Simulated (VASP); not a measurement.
Energy against volume of TiN (rock salt). Computed with r2SCAN+rVV10, VASP's PBE PAW potentials (set 64) (plane waves; VASP).

```tsv
V (Å³/atom)	E (eV/atom)
8.907	-12.80905
9.191	-12.83651
9.476	-12.84535
9.760	-12.83823
10.044	-12.81750
```

Question: Fit a third-order Birch-Murnaghan equation of state.

Answer: 
```yaml
volume_per_atom: 9.48 Å³/atom
bulk_modulus: 298 GPa
pressure_derivative_of_the_bulk_modulus: 4.21
lattice_constant_a: 4.233 Å
```

Measured: bulk modulus 288 GPa (computed value off by +3.4 %), as given by V. Krasnenko et al., Solid State Sciences (2013), arXiv:1306.3139; a 4.239 Å (computed value off by -0.1 %), as given by Guo-Xu Zhang et al., New Journal of Physics (2018), doi:10.1088/1367-2630/aac7f0. The calculation is for a static lattice, while the measured bulk modulus, a hold thermal and zero-point effects, which are part of the difference.

The compound is TiN in the rock salt structure. It was relaxed first.
